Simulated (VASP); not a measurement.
Consider the following.

```
VN
1.0
    0.00000     2.00870     2.00870
    2.00870     0.00000     2.00870
    2.00870     2.00870     0.00000
V N
1 1
Cartesian
  0.00000   0.00000   0.00000
  2.00870   2.00870   2.00870
```

All values below come from rev-vdW-DF2, VASP's PBE PAW potentials (set 64) (plane waves; VASP 6.6.1). Settings: 520 eV cut-off, 15×15×15 Γ-centred mesh, first-order Methfessel-Paxton smearing of 0.10 eV, potentials V_sv N.

Question: What does the run give for the energy per atom (σ→0), pressure, band gap (on the k-mesh) with the smallest direct gap where there is one?

Answer: 
- band gap (on the k-mesh) = none (metal, semimetal or under 0.01 eV)
- energy per atom (σ→0) = -7.828 eV/atom
- pressure = 22.98 GPa

The compound is VN in the rock salt structure, which distorts at low temperature. This cell is one point of a volume scan, at 0.94 of the reference volume. The run is not spin-polarised, so no magnetic state was tried. VASP warned that the highest band is occupied, so more bands are needed.
